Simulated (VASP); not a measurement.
## Pt: electrostatic potential with PBEsol+D4

Crystal: Pt.

```
Pt
1.0
     0.00000    1.94845    1.94845
     1.94845    0.00000    1.94845
     1.94845    1.94845    0.00000
Pt
1
Direct
  0.00000 0.00000 0.00000
```

The cell was built by a generator and needn't be a form met in nature.

```yaml
Program: VASP 6.6.1
Task: electrostatic potential
Functional: PBEsol
Dispersion: D4
Potentials_or_basis: VASP PAW PBE potentials, release 64 (Pt)
Cutoff: 520 eV
k_mesh: 18 × 18 × 18
Occupations: methfessel-paxton, width 0.1 eV
Spin: no spin polarisation
Further_INCAR_settings: ALGO = Normal; EDIFF = 1e-06
```

```
Pressure                   : -0.1 GPa
Band gap on the k mesh     : none (metal or under the smearing width)
Dispersion energy per atom : -0.459 eV
```

Levels at points of the mesh, in eV from the Fermi level:
```csv
k point,band 2,band 3,band 4,band 5,band 6,band 7,band 8,band 9
"(0.00, 0.00, 0.00)",-3.93,-3.93,-3.93,-1.68,-1.68,14.57,19.63,19.63
"(0.50, 0.00, 0.00)",-3.99,-3.99,-0.63,0.04,0.04,5.95,14.13,19.07
"(0.50, 0.50, 0.00)",-6.86,0.02,0.51,0.51,1.67,9.04,11.39,11.39
```

Wall time 14 s on 1 thread of AMD EPYC 7R13 Processor (Zen 3), on a shared host, peak memory 0.11 GiB.

Caveat: the PAW data sets were made with another functional, which shifts forces and pressure a little; pairwise dispersion overbinds metals, which lowers pressure and volume. Spin-orbit coupling is left out, which matters for the levels of Pt.
